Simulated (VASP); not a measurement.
Level of theory: revPBE GGA, VASP's PBE PAW potentials (set 64) (plane waves; VASP 6.6.1).

VASP ran on this input.

KPOINTS:
```
Automatic mesh
0
Gamma
11 11 11
0 0 0
```

File POSCAR:
```
Pb
1.0
  0.0000000000   2.4750000000   2.4750000000
  2.4750000000   0.0000000000   2.4750000000
  2.4750000000   2.4750000000   0.0000000000
Pb
1
Cart
  0.0000000000   0.0000000000   0.0000000000
```

### INCAR
```
ALGO  =  Normal
EDIFF  =  1E-6
EDIFFG  =  -0.01
ENCUT  =  520
GGA  =  RE
IBRION  =  2
ISIF  =  3
ISMEAR  =  1
LASPH  =  T
LCHARG  =  F
LMAXMIX  =  4
LREAL  =  F
LWAVE  =  F
NELM  =  100
NSW  =  60
PREC  =  Accurate
SIGMA  =  0.1
SYSTEM  =  Pb
```

POTCAR, in this order: Pb_d (PBE.64 set). Program: vasp_std.

What VASP printed:

### OSZICAR
```
       N       E                     dE             d eps       ncg     rms          rms(c)
DAV:   1     0.103301749846E+03    0.10330E+03   -0.75192E+03  1250   0.151E+03
DAV:   2     0.137014000743E+01   -0.10193E+03   -0.10011E+03  1268   0.326E+02
DAV:   3    -0.311791644268E+01   -0.44881E+01   -0.44650E+01  1485   0.792E+01
DAV:   4    -0.322554376995E+01   -0.10763E+00   -0.10754E+00  1477   0.137E+01
DAV:   5    -0.323027906474E+01   -0.47353E-02   -0.47351E-02  1588   0.255E+00    0.503E-01
DAV:   6    -0.322336161459E+01    0.69175E-02   -0.12420E-02  1533   0.210E+00    0.263E-01
DAV:   7    -0.322181649880E+01    0.15451E-02   -0.58858E-03  1451   0.140E+00    0.893E-02
DAV:   8    -0.322186303353E+01   -0.46535E-04   -0.48196E-04  1406   0.394E-01    0.110E-02
DAV:   9    -0.322185827611E+01    0.47574E-05   -0.11565E-05  1616   0.641E-02    0.578E-03
DAV:  10    -0.322185636918E+01    0.19069E-05   -0.18702E-06  1328   0.180E-02    0.505E-04
DAV:  11    -0.322185639166E+01   -0.22476E-07   -0.66002E-08   715   0.488E-03
   1 F= -.32218564E+01 E0= -.32218476E+01  d E =-.322186E+01
       N       E                     dE             d eps       ncg     rms          rms(c)
DAV:   1    -0.458691012539E+01   -0.13651E+01   -0.45296E+01  1442   0.164E+02    0.595E+00
DAV:   2    -0.343134739296E+01    0.11556E+01   -0.24035E+00  1424   0.321E+01    0.220E+00
DAV:   3    -0.324407435251E+01    0.18727E+00   -0.80597E-01  1588   0.180E+01    0.213E-01
DAV:   4    -0.324339405749E+01    0.68030E-03   -0.99305E-03  1355   0.135E+00    0.103E-01
DAV:   5    -0.324387581536E+01   -0.48176E-03   -0.62095E-03  1262   0.807E-01    0.671E-02
DAV:   6    -0.324350444099E+01    0.37137E-03   -0.84866E-04  1378   0.527E-01    0.148E-02
DAV:   7    -0.324348891502E+01    0.15526E-04   -0.90156E-05  1343   0.144E-01    0.226E-03
DAV:   8    -0.324348841223E+01    0.50279E-06   -0.13012E-06  1185   0.135E-02
   2 F= -.32434884E+01 E0= -.32435287E+01  d E =-.216320E-01
       N       E                     dE             d eps       ncg     rms          rms(c)
DAV:   1    -0.329711940428E+01   -0.53630E-01   -0.15576E+00  1439   0.269E+01    0.119E+00
DAV:   2    -0.325089178424E+01    0.46228E-01   -0.91122E-02  1412   0.656E+00    0.421E-01
DAV:   3    -0.324439854533E+01    0.64932E-02   -0.26245E-02  1535   0.335E+00    0.327E-02
DAV:   4    -0.324441524742E+01   -0.16702E-04   -0.29073E-04  1262   0.187E-01    0.190E-02
DAV:   5    -0.324446398547E+01   -0.48738E-04   -0.16589E-04  1256   0.109E-01    0.978E-03
DAV:   6    -0.324446127081E+01    0.27147E-05   -0.71204E-06  1475   0.488E-02    0.214E-03
DAV:   7    -0.324445946792E+01    0.18029E-05   -0.16039E-06  1271   0.111E-02    0.458E-04
DAV:   8    -0.324445948022E+01   -0.12295E-07   -0.20394E-08   634   0.164E-03
   3 F= -.32444595E+01 E0= -.32444609E+01  d E =-.226031E-01
```

**OUTCAR**
```
------------------------ aborting loop because EDIFF is reached ----------------------------------------
  FORCE on cell =-STRESS in cart. coord.  units (eV):
  Direction    XX          YY          ZZ          XY          YZ          ZX
  --------------------------------------------------------------------------------------
  Total        0.0064500      0.0064500      0.0064500     -0.0000000     -0.0000000     -0.0000000
  in kB        0.3165463      0.3165463      0.3165463     -0.0000000     -0.0000000     -0.0000000
  external PRESSURE =       0.3165463 kB  Pullay stress =       0.0000000 kB
  volume of cell :       32.65
      direct lattice vectors                 reciprocal lattice vectors
    -0.000000000  2.536686505  2.536686505    -0.197107525  0.197107525  0.197107525
     2.536686505  0.000000000  2.536686505     0.197107525 -0.197107525  0.197107525
     2.536686505  2.536686505  0.000000000     0.197107525  0.197107525 -0.197107525
 POSITION                                       TOTAL-FORCE (eV/Angst)
 -----------------------------------------------------------------------------------
      0.00000      0.00000      0.00000         0.000000      0.000000     -0.000000
 -----------------------------------------------------------------------------------
    total drift:                               -0.000000     -0.000000     -0.000000
  FREE ENERGIE OF THE ION-ELECTRON SYSTEM (eV)
  ---------------------------------------------------
  free  energy   TOTEN  =        -3.2444594802 eV

  energy  without entropy=       -3.2444636334  energy(sigma->0) =       -3.24446086

 reached required accuracy - stopping structural energy minimisation
```
(Selected blocks of OUTCAR.)

### CONTCAR
```
Pb
   1.00000000000000
    -0.0000000000000000    2.5366865052672085    2.5366865052672081
     2.5366865052672085    0.0000000000000000    2.5366865052672081
     2.5366865052672085    2.5366865052672085    0.0000000000000000
  Pb
     1
Direct
     0.0000000000000000    0.0000000000000000    0.0000000000000000
```

Energy and stress use the plane-wave basis of the starting cell.

The compound is Pb in the fcc structure. This run relaxes it. Symmetry was kept, so distortions that lower it aren't found.
